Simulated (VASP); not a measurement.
OSZICAR of a VASP run on Zn (hcp):

OSZICAR:
```
       N       E                     dE             d eps       ncg     rms          rms(c)
DAV:   1     0.856538067536E+02    0.85654E+02   -0.11035E+04 35280   0.200E+03
DAV:   2    -0.130382163584E+00   -0.85784E+02   -0.84646E+02 35672   0.275E+02
DAV:   3    -0.240330843407E+01   -0.22729E+01   -0.22699E+01 43280   0.560E+01
DAV:   4    -0.240925256252E+01   -0.59441E-02   -0.59439E-02 40576   0.291E+00
DAV:   5    -0.240926174761E+01   -0.91851E-05   -0.91852E-05 42480   0.929E-02    0.395E+00
DAV:   6    -0.221844519669E+01    0.19082E+00   -0.94568E-01 35496   0.215E+01    0.301E+00
DAV:   7    -0.220958227363E+01    0.88629E-02   -0.28523E-02 44032   0.314E+00    0.155E+00
DAV:   8    -0.220519835796E+01    0.43839E-02   -0.16226E-03 46272   0.659E-01    0.454E-02
DAV:   9    -0.220519996188E+01   -0.16039E-05   -0.22699E-04 49040   0.227E-01    0.336E-02
DAV:  10    -0.220520254540E+01   -0.25835E-05   -0.23236E-05 37616   0.661E-02    0.288E-03
DAV:  11    -0.220520229956E+01    0.24584E-06   -0.14442E-07 22600   0.576E-03
   1 F= -.22052023E+01 E0= -.22053006E+01  d E =0.295002E-03
```

**Question.** Which electronic solver shows in the log?

**Answer.** It is blocked Davidson (ALGO = Normal, or the opening steps of other solvers). The INCAR had ALGO = Normal.

**Question.** Can the final energy be trusted as converged?

**Answer.** The calculation finished and met its thresholds. It stopped with EDIFF = 1E-6, NELM = 100 (PBE GGA, plane waves, VASP's PBE PAW potentials (set 64)).

The compound is Zn in the hcp structure. The cell was not relaxed at this level, atoms are displaced from their ideal sites. The run is one of a series of settings (KPOINTS 19×19×10 Γ-centred mesh against the base run), some of them coarse on purpose.
